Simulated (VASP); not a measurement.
These are PBEsol GGA, VASP's PBE PAW potentials (set 64) (plane waves; VASP 6.6.1) values and carry that method's errors.

VASP ran on this input.

### INCAR
```
SYSTEM = FeSi
PREC = Accurate; ENCUT = 500; LREAL = .FALSE.
LASPH = .TRUE.
EDIFF = 1E-6; NELM = 100; ALGO = Normal
LMAXMIX = 4
ISMEAR = 0; SIGMA = 0.05
GGA = PS
IBRION = 2; NSW = 40; ISIF = 3
EDIFFG = -0.02; PSTRESS = 200
LWAVE = .FALSE.; LCHARG = .FALSE.
```

File KPOINTS:
```
Automatic mesh
0
Gamma
5 5 5
0 0 0
```

POSCAR:
```
FeSi
1
    4.3505481357     0.0000000000     0.0000000000
    0.0000000000     4.3505481357     0.0000000000
    0.0000000000     0.0000000000     4.3505481357
Fe Si
4 4
Direct
  0.8612795488   0.6387204512   0.3612795488
  0.3612795488   0.8612795488   0.6387204512
  0.1387204512   0.1387204512   0.1387204512
  0.6387204512   0.3612795488   0.8612795488
  0.1582539029   0.3417460971   0.6582539029
  0.6582539029   0.1582539029   0.3417460971
  0.8417460971   0.8417460971   0.8417460971
  0.3417460971   0.6582539029   0.1582539029
```

POTCAR, in this order: Fe Si (PBE.64 set). Program: vasp_std.

Energy and stress use the plane-wave basis of the starting cell.

### Question
Estimate the energy per atom (σ→0), volume per atom.

### Answer

The energy per atom (σ→0) comes out as -7935 meV/atom and the volume per atom is 9.96 Å³/atom.

File OSZICAR:
```
...
       N       E                     dE             d eps       ncg     rms          rms(c)
DAV:   1    -0.634795107101E+02    0.30730E-02   -0.10843E-01   638   0.189E+00    0.732E-02
DAV:   2    -0.634796576625E+02   -0.14695E-03   -0.19469E-03   838   0.368E-01    0.455E-02
DAV:   3    -0.634796439503E+02    0.13712E-04   -0.63909E-05   885   0.893E-02    0.302E-02
DAV:   4    -0.634796387546E+02    0.51957E-05   -0.68247E-05   997   0.976E-02    0.188E-02
DAV:   5    -0.634796341607E+02    0.45939E-05   -0.26646E-05   945   0.648E-02    0.254E-03
DAV:   6    -0.634796342103E+02   -0.49676E-07   -0.35253E-07   359   0.668E-03
   6 F= -.53530131E+02 E0= -.53529836E+02  d E =-.254770E-02
```

The compound is FeSi in the B20 structure. This run relaxes it under an external pressure of 20 GPa. Symmetry was kept, so distortions that lower it aren't found. The run is not spin-polarised, so no magnetic state was tried.
